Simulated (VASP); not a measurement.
# Ga3BSb2 (P3m1) in VASP: density of states with PBE

Aim: the density of states of Ga3BSb2 with PBE.

All numbers are computed with VASP 6.6.1; they aren't measurements. Logs are shortened: lines on timing, memory, paths and dates and some standing lists are left out, and cuts for length are marked.

### Step 1. The structure

The structure is trigonal, space group P3m1 (No. 156). The conventional cell has a = 3.534 Å, b = 3.534 Å, c = 11.313 Å, α = 90.00°, β = 90.00°, γ = 120.00°. Ga (site symmetry 3m) has 3 B at 2.38 Å as nearest neighbours. Around Ga (site symmetry 3m) lie 3 Ga at 2.81 Å and 3 Sb at 2.96 Å. Ga (site symmetry 3m) has 3 Ga at 2.81 Å and 3 Sb at 3.19 Å as nearest neighbours. B (site symmetry 3m) has 3 Ga at 2.38 Å and 3 Sb at 2.38 Å as nearest neighbours. Sb (site symmetry 3m) is surrounded by 3 B at 2.38 Å. Around Sb (site symmetry 3m) lie 6 Ga at 2.96 to 3.11 Å.

The cell was built by a generator and needn't be a form met in nature.

### Step 2. Density of states, PBE

POSCAR

```
Ga3BSb2                                 
1.0
    3.5341013413     -0.0000000000      0.0000000000
   -1.7670506707      3.0606215399      0.0000000000
    0.0000000000      0.0000000000     11.3127139840
  Ga              B               Sb            
     3     1     2
Direct
     0.6666666699999979    0.3333333300000021    0.0260964371257643
     0.6666666699999979    0.3333333300000021    0.4219478415470126
     0.0000000000000000    0.0000000000000000    0.5923266169477611
     0.0000000000000000    0.0000000000000000    0.9176189736181463
     0.3333333300000021    0.6666666699999979    0.8090163832093052
     0.3333333300000021    0.6666666699999979    0.2329937475520246
```

INCAR.step1

```
  ALGO = Normal
  EDIFF = 1E-7
  ENCUT = 520
  GGA = PE
  ISIF = 2
  ISMEAR = 0
  KPAR = 4
  LASPH = True
  LCHARG = True
  LREAL = False
  LWAVE = False
  NELM = 80
  PREC = Accurate
  SIGMA = 0.1
```

KPOINTS.step1

```
k-points
0
Gamma
  10 10 4
```

INCAR.step2

```
  ALGO = Normal
  EDIFF = 1E-7
  ENCUT = 520
  GGA = PE
  ICHARG = 11
  ISIF = 2
  ISMEAR = -5
  KPAR = 4
  LASPH = True
  LCHARG = False
  LORBIT = 11
  LREAL = False
  LWAVE = False
  NEDOS = 2001
  NELM = 80
  PREC = Accurate
  SIGMA = 0.1
```

KPOINTS.step2

```
k-points
0
Gamma
  15 15 6
```

Potentials or basis: VASP PAW PBE potentials, release 64 (Ga_d, B, Sb).

Run with:

```console
$ cat potpaw_PBE.64/Ga_d/POTCAR potpaw_PBE.64/B/POTCAR potpaw_PBE.64/Sb/POTCAR > POTCAR
$ cp INCAR.step1 INCAR
$ cp KPOINTS.step1 KPOINTS
$ mpirun -np 4 vasp_std > vasp.out
$ cp INCAR.step2 INCAR
$ cp KPOINTS.step2 KPOINTS
$ mpirun -np 4 vasp_std > vasp.out
```

OUTCAR:

```text
EDIFF = 1E-7
   ENCUT = 520
   GGA = PE
   ICHARG = 11
   ISIF = 2
   ISMEAR = -5
   LASPH = True
   LORBIT = 11
   LREAL = False
   NELM = 80
   PREC = Accurate

 ion  position               nearest neighbor table
   1  0.667  0.333  0.026-   4 2.38   4 2.38   4 2.38   6 3.11   6 3.11   6 3.11   5 3.19   5 3.19
                             5 3.19
   2  0.667  0.333  0.422-   3 2.81   3 2.81   3 2.81   6 2.96   6 2.96   6 2.96
   3  0.000  0.000  0.592-   2 2.81   2 2.81   2 2.81   5 3.19   5 3.19   5 3.19
   4  0.000  0.000  0.918-   1 2.38   1 2.38   1 2.38   5 2.38   5 2.38   5 2.38
   5  0.333  0.667  0.809-   4 2.38   4 2.38   4 2.38   3 3.19   3 3.19   3 3.19   1 3.19   1 3.19
                             1 3.19
   6  0.333  0.667  0.233-   2 2.96   2 2.96   2 2.96   1 3.11   1 3.11   1 3.11

  LATTYP: Found a hexagonal cell.
 ALAT       =     3.5341013413
 C/A-ratio  =     3.2010157297

  Lattice vectors:

 A1 = (   3.5341013413,   0.0000000000,   0.0000000000)
 A2 = (  -1.7670506707,   3.0606215399,   0.0000000000)
 A3 = (   0.0000000000,   0.0000000000,  11.3127139840)

Analysis of symmetry for initial positions (statically):
=====================================================================
 Subroutine PRICEL returns:
 Original cell was already a primitive cell.

 Routine SETGRP: Setting up the symmetry group for a
 hexagonal supercell.

 Subroutine GETGRP returns: Found  6 space group operations
 (whereof  6 operations were pure point group operations)
 out of a pool of 24 trial point group operations.

The static configuration has the point symmetry C_3v.

Analysis of symmetry for dynamics (positions and initial velocities):
=====================================================================
 Subroutine PRICEL returns:
 Original cell was already a primitive cell.

 Routine SETGRP: Setting up the symmetry group for a
 hexagonal supercell.

 Subroutine GETGRP returns: Found  6 space group operations
 (whereof  6 operations were pure point group operations)
 out of a pool of 24 trial point group operations.

The dynamic configuration has the point symmetry C_3v.

 Subroutine INISYM returns: Found  6 space group operations
 (whereof  6 operations are pure point group operations),
 and found     1 'primitive' translations

----------------------------------------------------------------------------------------

                                     Primitive cell

  volume of cell :     122.3645

  direct lattice vectors                    reciprocal lattice vectors
     3.534101341  0.000000000  0.000000000     0.282957364  0.163365510  0.000000000
    -1.767050671  3.060621540  0.000000000     0.000000000  0.326731021  0.000000000
     0.000000000  0.000000000 11.312713984     0.000000000  0.000000000  0.088396118

  length of vectors
     3.534101341  3.534101340 11.312713984     0.326731021  0.326731021  0.088396118

  position of ions in fractional coordinates (direct lattice)
     0.666666670  0.333333330  0.026096437
     0.666666670  0.333333330  0.421947842
     0.000000000  0.000000000  0.592326617
     0.000000000  0.000000000  0.917618974
     0.333333330  0.666666670  0.809016383
     0.333333330  0.666666670  0.232993748

  ion indices of the primitive-cell ions
   primitive index   ion index
                 1           1
                 2           2
                 3           3
                 4           4
                 5           5
                 6           6

----------------------------------------------------------------------------------------

 KPOINTS: k-points

Automatic generation of k-mesh.
 Grid dimensions read from file:
 generate k-points for:   15   15    6

 Generating k-lattice:

  Cartesian coordinates                     Fractional coordinates (reciprocal lattice)
     0.018863824  0.010891034  0.000000000     0.066666667  0.000000000  0.000000000
     0.000000000  0.021782068  0.000000000     0.000000000  0.066666667  0.000000000
     0.000000000  0.000000000  0.014732686     0.000000000  0.000000000  0.166666667

  Length of vectors
     0.021782068  0.021782068  0.014732686

  Shift w.r.t. Gamma in fractional coordinates (k-lattice)
     0.000000000  0.000000000  0.000000000

 TETIRR: Found   1946 inequivalent tetrahedra from     8100

 Subroutine IBZKPT returns following result:
 ===========================================

 Found    146 irreducible k-points:

 Following reciprocal coordinates:
            Coordinates               Weight
  0.000000  0.000000  0.000000      1.000000
  0.066667  0.000000  0.000000      6.000000
  0.133333 -0.000000  0.000000      6.000000
  0.200000 -0.000000  0.000000      6.000000
  0.266667 -0.000000  0.000000      6.000000
  0.333333  0.000000  0.000000      6.000000
[... 16 lines left out ...]
  0.333333  0.200000  0.000000     12.000000
  0.400000  0.200000  0.000000      6.000000
 [... further k-points ...]
   k-points           NKPTS =    146   k-points in BZ     NKDIM =    146   number of bands    NBANDS=     31
   number of dos      NEDOS =   2001   number of ions     NIONS =      6
   total plane-waves  NPLWV =  65856
   dimension x,y,z NGX =    28 NGY =   28 NGZ =   84
   dimension x,y,z NGXF=    56 NGYF=   56 NGZF=  168
   ions per type =               3   1   2
   NGX,Y,Z   is equivalent  to a cutoff of  13.17, 13.17, 12.34 a.u.
   NGXF,Y,Z  is equivalent  to a cutoff of  26.34, 26.34, 24.69 a.u.
 SYSTEM =  unknown system
   PREC   = accura    normal or accurate (medium, high low for compatibility)
   ISTART =      0    job   : 0-new  1-cont  2-samecut
   ICHARG =     11    charge: 1-file 2-atom 10-const
   ISPIN  =      1    spin polarized calculation?
   LNONCOLLINEAR =      F non collinear calculations
   LSORBIT =      F    spin-orbit coupling
   LASPH  =      T    aspherical Exc in radial PAW
   ENCUT  =  520.0 eV  38.22 Ry    6.18 a.u.   6.57  6.57 21.03*2*pi/ulx,y,z
   NELM   =     80;   NELMIN=  2; NELMDL=  0     # of ELM steps
   EDIFF  = 0.1E-06   stopping-criterion for ELM
   LREAL  =      F    real-space projection
   EDIFFG = 0.1E-05   stopping-criterion for IOM
   NSW    =      0    number of steps for IOM
   IBRION =     -1    ionic relax: 0-MD 1-quasi-New 2-CG
   NFREE  =      0    steps in history (QN), initial steepest desc. (CG)
   ISIF   =      2    stress and relaxation
   ISYM   =      2    0-nonsym 1-usesym 2-fastsym
   POTIM  = 0.5000    time-step for ionic-motion
   TEBEG  =    0.0;   TEEND  =   0.0 temperature during run
   PSTRESS=    0.0 pullay stress
   NELECT =      52.0000    total number of electrons
   NUPDOWN=      -1.0000    fix difference up-down
   EMIN   =  10.00;   EMAX   =-10.00  energy-range for DOS
   EFERMI =   0.00;   METHOD = LEGACY
   ISMEAR =    -5;   SIGMA  =   0.10  broadening in eV -4-tet -1-fermi 0-gaus
   EFERMI_NEDOS =   21; number of points for ismear=-14 and -15
   IALGO  =     38    algorithm
   IMIX   =      4    mixing-type and parameters
     AMIX     =   0.40;   BMIX     =  1.00
     AMIX_MAG =   1.60;   BMIX_MAG =  1.00
  volume/ion in A,a.u.               =      20.39       137.63
  Fermi-wavevector in a.u.,A,eV,Ry     =   1.230809  2.325892 20.611354  1.514892
  Thomas-Fermi vector in A             =   2.365643
   LORBIT       =     11    0 simple, 1 ext, 2 COOP (PROOUT), +10 PAW based schemes
   GGA     = PE    functional components
   LHFCALC =     F    Hartree Fock is set to
   AEXX    =    0.0000 exact exchange contribution
   IVDW    =     0    specifies the selected vdW correction
   LEPSILON=     F    determine dielectric tensor
   LRPA    =     F    only Hartree local field effects (RPA)
 non-spin polarized calculation
 Fermi weights with tetrahedron method with Bloechl corrections
  energy-cutoff  :      520.00
  volume of cell :      122.36
 maximum number of plane-waves:      3354
 NGX is ok and might be reduce to    28

 number of electron      51.9999987 magnetization

 Free energy of the ion-electron system (eV)
  ---------------------------------------------------
  ext. energy  EPLUGINS =         0.00000000
  ---------------------------------------------------
  free energy    TOTEN  =       -21.71258955 eV

  energy without entropy =      -21.71258955  energy(sigma->0) =      -21.71258955

 E-fermi :   6.5208     XC(G=0): -10.4786

 val. band max:        6.6593488280   @ k =   0.0000   0.0000   0.5000
 cond. band min:       6.4016722449   @ k =  -0.2000   0.4667   0.3333
 fundamental gap:     -0.2576765830
 Fermi energy:         6.5207922390

 k-point     1 :       0.0000    0.0000    0.0000
  band No.  band energies     occupation
      1      -8.4620      2.00000
      2      -8.4620      2.00000
      3      -8.4171      2.00000
      4      -8.3965      2.00000
      5      -8.3965      2.00000
      6      -8.3042      2.00000
[... 23 lines left out ...]
     30      11.1382      0.00000
     31      11.5894      0.00000

 k-point     2 :       0.0667    0.0000    0.0000
  band No.  band energies     occupation
      1      -8.4641      2.00000
      2      -8.4611      2.00000
      3      -8.4124      2.00000
      4      -8.3973      2.00000
      5      -8.3934      2.00000
      6      -8.3024      2.00000
[... 23 lines left out ...]
     30      10.8585      0.00000
     31      11.3479      0.00000

 k-point     3 :       0.1333   -0.0000    0.0000
  band No.  band energies     occupation
      1      -8.4680      2.00000
      2      -8.4586      2.00000
      3      -8.4070      2.00000
      4      -8.3931      2.00000
      5      -8.3845      2.00000
      6      -8.2984      2.00000
[... 703 lines left out ...]
     30       7.9098      0.00000
     31       9.3969      0.00000

 k-point    24 :       0.4000    0.2000    0.0000
  band No.  band energies     occupation
      1      -8.4731      2.00000
      2      -8.4282      2.00000
      3      -8.3914      2.00000
      4      -8.3865      2.00000
      5      -8.3333      2.00000
      6      -8.3309      2.00000
[... 23 lines left out ...]
     30       7.9102      0.00000
     31       9.9244      0.00000

 [... further k-points ...]
[... 5 lines left out ...]
  --------------------------------------------------------------------------------------
  -------------------------------------------------------------------------------------
  Total        0.0536595      0.0536595      0.4750065     -0.0000000      0.0000000     -0.0000000
  in kB        0.7025903      0.7025903      6.2194896     -0.0000000      0.0000000     -0.0000000
  external PRESSURE =       2.5415567 kB  Pullay stress =       0.0000000 kB

 VOLUME and BASIS-vectors are now :
 -----------------------------------------------------------------------------
  energy-cutoff  :      520.00
  volume of cell :      122.36
      direct lattice vectors                 reciprocal lattice vectors
     3.534101341  0.000000000  0.000000000     0.282957364  0.163365510  0.000000000
    -1.767050671  3.060621540  0.000000000     0.000000000  0.326731021  0.000000000
     0.000000000  0.000000000 11.312713984     0.000000000  0.000000000  0.088396118

 POSITION                                       TOTAL-FORCE (eV/Angst)
 -----------------------------------------------------------------------------------
      1.76705      1.02021      0.29522         0.000000     -0.000000     -0.080695
      1.76705      1.02021      4.77338        -0.000000      0.000000     -0.009121
      0.00000      0.00000      6.70082         0.000000     -0.000000      0.040311
      0.00000      0.00000     10.38076         0.000000     -0.000000     -0.029243
     -0.00000      2.04041      9.15217         0.000000     -0.000000      0.089583
     -0.00000      2.04041      2.63579         0.000000     -0.000000     -0.010835
 -----------------------------------------------------------------------------------
    total drift:                               -0.011192      0.006462     -0.007024

  FREE ENERGIE OF THE ION-ELECTRON SYSTEM (eV)
  ---------------------------------------------------
  free  energy   TOTEN  =       -21.7125895514 eV

  energy  without entropy=      -21.7125895514  energy(sigma->0) =      -21.71258955

 total charge

# of ion       s       p       d       tot
------------------------------------------
    1        0.981   0.566   9.983  11.530
    2        1.033   0.542   9.949  11.525
    3        1.080   0.457   9.943  11.480
    4        0.686   1.021   0.000   1.706
    5        1.181   1.172   0.069   2.421
    6        1.227   1.085   0.037   2.349
--------------------------------------------------
tot          6.187   4.844  29.981  41.012
```

It took 97 s on 4 MPI ranks of Intel Xeon 6975P-C (Granite Rapids), shared host; peak memory 0.6 GiB.

Results:

- Valence electrons inside the program's atomic spheres: Ga 11.53, 11.48; B 1.71; Sb 2.42, 2.35

Levels at points of the mesh, in eV from the Fermi level:
```
           k point  band 23  band 24  band 25  band 26  band 27  band 28  band 29  band 30
(0.00, 0.00, 0.00)     0.14     0.14     2.85     2.85     3.28     3.28     3.52     4.62
(0.00, 0.00, 0.50)     0.14     1.61     2.42     2.85     2.85     3.28     3.28     4.16
```

States per cell in windows of 0.5 eV (zero at the Fermi level; states under -8 eV left out):
```csv
from (eV),total,Sb6_p,Sb5_p,B4_p,Ga3_p,Ga2_p,Ga2_s
-8.0,0.85,0.01,0.05,0.02,0.01,0.01,0.04
-7.5,0.80,0.01,0.03,0.02,0.01,0.01,0.04
-7.0,0.67,0.01,0.02,0.01,0.01,0.01,0.07
-6.5,0.88,0.02,0.03,0.02,0.01,0.01,0.13
-6.0,0.83,0.03,0.05,0.03,0.01,0.01,0.09
-5.5,0.83,0.03,0.06,0.04,0.01,0.01,0.05
-5.0,1.21,0.07,0.06,0.03,0.01,0.02,0.09
-4.5,0.95,0.06,0.06,0.04,0.02,0.02,0.07
-4.0,1.09,0.06,0.08,0.06,0.03,0.03,0.05
-3.5,1.26,0.09,0.10,0.08,0.03,0.04,0.04
-3.0,1.24,0.09,0.11,0.10,0.03,0.04,0.03
-2.5,1.33,0.10,0.13,0.12,0.04,0.05,0.03
-2.0,1.35,0.12,0.10,0.10,0.05,0.06,0.04
-1.5,1.39,0.13,0.09,0.10,0.06,0.07,0.04
-1.0,1.21,0.11,0.07,0.08,0.05,0.06,0.04
-0.5,1.23,0.12,0.06,0.08,0.07,0.07,0.03
0.0,1.43,0.16,0.06,0.06,0.10,0.09,0.03
0.5,1.30,0.15,0.06,0.05,0.09,0.08,0.03
1.0,1.07,0.11,0.05,0.04,0.08,0.06,0.03
1.5,1.54,0.13,0.07,0.06,0.12,0.09,0.04
2.0,1.48,0.11,0.07,0.07,0.13,0.09,0.03
2.5,1.49,0.10,0.09,0.08,0.13,0.09,0.03
3.0,0.96,0.05,0.08,0.06,0.09,0.05,0.02
3.5,0.46,0.02,0.04,0.03,0.05,0.03,0.01
4.0,0.24,0.01,0.01,0.01,0.03,0.02,0.00
4.5,0.08,0.00,0.01,0.00,0.01,0.01,0.00
5.0,0.00,0.00,0.00,0.00,0.00,0.00,0.00
5.5,0.00,0.00,0.00,0.00,0.00,0.00,0.00
```

Caveat: tetrahedron occupations give inexact forces and stress in metals.
